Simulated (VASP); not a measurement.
Data:

```
NaCl
1.0
    3.89813     0.00000     0.00000
   -1.94907     3.37588     0.00000
    0.00000     0.00000     3.80438
Na Cl
1 1
Direct
  0.00000   0.00000   0.00000
  0.66667   0.33333   0.50000
```

The numbers are results of PBE GGA, VASP's PBE PAW potentials (set 64) (plane waves; VASP), not measurements. Run with 300 eV cut-off, 10×10×9 Γ-centred mesh, Gaussian smearing of 0.14 eV, potentials Na_pv Cl.

### Question
Give the electronic dielectric tensor ε∞ (DFPT, local fields included).

### Answer

```
2.41  0.00  0.00
0.00  2.41  0.00
0.00  0.00  2.49
```

### Question
Give the Born effective charges.

### Answer

```
atom   Z*xx   Z*yy   Z*zz   mean
----  -----  -----  -----  -----
Na1    1.08   1.08   1.23   1.13
Cl2   -1.08  -1.08  -1.23  -1.13
```

### Question
And the static tensor with the ions free?

### Answer

```
9.11  0.00  0.00
0.00  9.11  0.00
0.00  0.00  12.6
```

### Question
Which frequencies do the optical Γ-point modes have (no LO-TO splitting)?

### Answer
101, 110 (×2) cm⁻¹.

The piezoelectric tensor e of the same run, ions relaxed (C/m²):

```json
[
 {"": "x", "xx": "0.00", "yy": "0.00", "zz": "0.00", "yz": "0.00", "xz": "0.00", "xy": "0.06"},
 {"": "y", "xx": "0.06", "yy": "-0.06", "zz": "0.00", "yz": "0.00", "xz": "0.00", "xy": "0.00"},
 {"": "z", "xx": "0.00", "yy": "0.00", "zz": "0.00", "yz": "0.00", "xz": "0.00", "xy": "0.00"}
]
```

The structure was generated: NaCl was put into an ordered model structure, which need not be its known phase. The cell was not relaxed at this level. The run is one of a series of settings (EDIFF = 1E-8, IBRION = 8, LEPSILON = .TRUE., NSW = 1 against the base run), some of them coarse on purpose.
